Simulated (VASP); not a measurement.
```xyz
3
Lattice="0.0000 3.2435 3.2435 3.2435 0.0000 3.2435 3.2435 3.2435 0.0000" Properties=species:S:1:pos:R:3 pbc="T T T"
Na     1.6217     1.6217     1.6217
Na     4.8652     4.8652     4.8652
S      0.0000     0.0000     0.0000
```

All values below come from r2SCAN+rVV10, VASP's PBE PAW potentials (set 64) (plane waves; VASP). Settings: 520 eV cut-off, 7×7×7 Γ-centred mesh, tetrahedra with Blöchl corrections, potentials Na_pv S.

Give the energies of bands 8 to 13 at the high-symmetry points, in eV from the valence-band maximum.

| band | Γ | X | U | L | W |
|---|---|---|---|---|---|
| 8 | 0.00 | -1.47 | -1.22 | -1.66 | -1.01 |
| 9 | 0.00 | -0.46 | -0.93 | -0.13 | -1.01 |
| 10 | 0.00 | -0.46 | -0.35 | -0.13 | -0.59 |
| 11 | 3.08 | 4.12 | 4.85 | 5.57 | 5.10 |
| 12 | 8.48 | 6.78 | 7.20 | 6.93 | 7.95 |
| 13 | 8.48 | 9.48 | 8.79 | 7.67 | 8.07 |

The gap is direct, 3.07 eV, from the valence maximum at Γ to the conduction minimum at Γ.

The compound is Na2S in the antifluorite structure. It was relaxed first.
